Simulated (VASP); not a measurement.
A VASP calculation is set up with these files.

INCAR:
```
ALGO  =  Normal
EDIFF  =  1E-6
EDIFFG  =  -0.02
ENCUT  =  500
GGA  =  PE
IBRION  =  2
ISIF  =  3
ISMEAR  =  1
LASPH  =  .True.
LCHARG  =  .False.
LMAXMIX  =  6
LREAL  =  .False.
LWAVE  =  .False.
NELM  =  100
NSW  =  40
PREC  =  Accurate
PSTRESS  =  300
SIGMA  =  0.1
SYSTEM  =  PtTe2
```

### KPOINTS
```
Automatic
0
gamma
 9 9 7
```

**POSCAR**
```
PtTe2
1
    1.9693121676    -3.4109457166     0.0000000000
    1.9693121676     3.4109457166    -0.0000000000
   -0.0000000000    -0.0000000000     4.6872961832
Te Pt
2 1
Direct
  0.3333330000   0.6666670000   0.2831345167
  0.6666670000   0.3333330000   0.7168654833
  0.0000000000   0.0000000000   0.0000000000
```

POTCAR, in this order: Te Pt (PBE.64 set). Program: vasp_std.

Q: Translate this PBE calculation to Quantum ESPRESSO's pw.x.

A: One equivalent input (not run):
```
&CONTROL
  calculation = 'vc-relax'
  pseudo_dir = './pseudo'
  outdir = './out'
  tprnfor = .true.
  tstress = .true.
  nstep = 40
  forc_conv_thr = 0.00078
/
&SYSTEM
  ibrav = 0
  nat = 3
  ntyp = 2
  ecutwfc = 84
  occupations = 'smearing'
  smearing = 'methfessel-paxton'
  degauss = 0.00735
  input_dft = 'pbe'
/
&ELECTRONS
  conv_thr = 7.3e-08
  electron_maxstep = 100
/
&IONS
/
&CELL
  press = 300
/
ATOMIC_SPECIES
  Te 127.600 Te.upf
  Pt 195.084 Pt.upf
CELL_PARAMETERS angstrom
     1.9693122   -3.4109457    0.0000000
     1.9693122    3.4109457   -0.0000000
    -0.0000000   -0.0000000    4.6872962
ATOMIC_POSITIONS crystal
  Te   0.3333330  0.6666670  0.2831345
  Te   0.6666670  0.3333330  0.7168655
  Pt   0.0000000  0.0000000  0.0000000
K_POINTS automatic
  9 9 7 0 0 0
```
Limits of the translation: the potentials are each code's own (VASP's PAW set, PseudoDojo norm-conserving files in pw.x), so ENCUT and ecutwfc are chosen apart and not converted; conv_thr bounds pw.x's estimated SCF error, while EDIFF bounds the energy change between steps; forc_conv_thr acts on force components and is met together with etot_conv_thr.

The compound is PtTe2 in the 1T layered structure. This run relaxes it under an external pressure of 30 GPa. Symmetry was kept, so distortions that lower it aren't found.
